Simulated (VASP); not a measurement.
The input files of a VASP run:

### KPOINTS
```
Automatic mesh
0
Gamma
11 11 4
0 0 0
```

**INCAR**
```
SYSTEM = C
PREC = Accurate
ENCUT = 520
EDIFF = 1E-6
NELM = 100
ALGO = Normal
LREAL = .FALSE.
LASPH = .TRUE.
ISMEAR = 1
SIGMA = 0.1
GGA = PE
LWAVE = .FALSE.
LCHARG = .FALSE.
ISIF = 2
NBANDS = 7
```

File POSCAR:
```
C
1
    1.2546000000    -2.1730300000     0.0000000000
    1.2546000000     2.1730300000     0.0000000000
    0.0000000000     0.0000000000     6.8442000000
C
4
Direct
  0.0000000000   0.0000000000   0.2500000000
  0.0000000000   0.0000000000   0.7500000000
  0.3333330000   0.6666670000   0.2500000000
  0.6666670000   0.3333330000   0.7500000000
```

POTCAR, in this order: C (PBE.64 set). Program: vasp_std.

The run wrote:

### standard output
```
 POSCAR found type information on POSCAR C
 POSCAR found :  1 types and       4 ions
 Reading from existing POTCAR
 Reading from existing POTCAR
 LDA part: xc-table for (Slater+PW92), standard interpolation

 -----------------------------------------------------------------------------
|                                                                             |
|     EEEEEEE  RRRRRR   RRRRRR   OOOOOOO  RRRRRR      ###     ###     ###     |
|     E        R     R  R     R  O     O  R     R     ###     ###     ###     |
|     E        R     R  R     R  O     O  R     R     ###     ###     ###     |
|     EEEEE    RRRRRR   RRRRRR   O     O  RRRRRR       #       #       #      |
|     E        R   R    R   R    O     O  R   R                               |
|     E        R    R   R    R   O     O  R    R      ###     ###     ###     |
|     EEEEEEE  R     R  R     R  OOOOOOO  R     R     ###     ###     ###     |
|                                                                             |
|     The number of bands is not sufficient to hold all electrons. I am       |
|     sorry, but this calculation does not make sense. If you want to         |
|     calculate only selected states, you need to set either EFERMI or        |
|     EREF. EREF specifies around which energy states are supposed to be      |
|     calculated.                                                             |
|     I found NBANDS = 7, NELECT = 16.                                        |
|                                                                             |
|       ---->  I REFUSE TO CONTINUE WITH THIS SICK JOB ... BYE!!! <----       |
|                                                                             |
 -----------------------------------------------------------------------------
```

Read the log: what went wrong, and how is it fixed?

The cause: NBANDS is too small to hold all electrons. VASP stops with an error: The number of bands is not sufficient to hold all electrons. I am sorry, but this calculation does not make sense. If you want to calculate only selected states, you need to set either EFERMI or EREF. EREF specifies around which energy states are supposed to be calculated. I found NBANDS = 7, NELECT = 16. ----> I REFUSE TO CONTINUE WITH THIS SICK JOB ... BYE!!! <---- To mend it, remove NBANDS.

The mended run (PBE GGA, plane waves, VASP's PBE PAW potentials (set 64)) converges, and its OSZICAR ends with
```
   1 F= -.36786800E+02 E0= -.36786881E+02  d E =0.242268E-03
```

The compound is C in the graphite structure. The cell was not relaxed at this level.
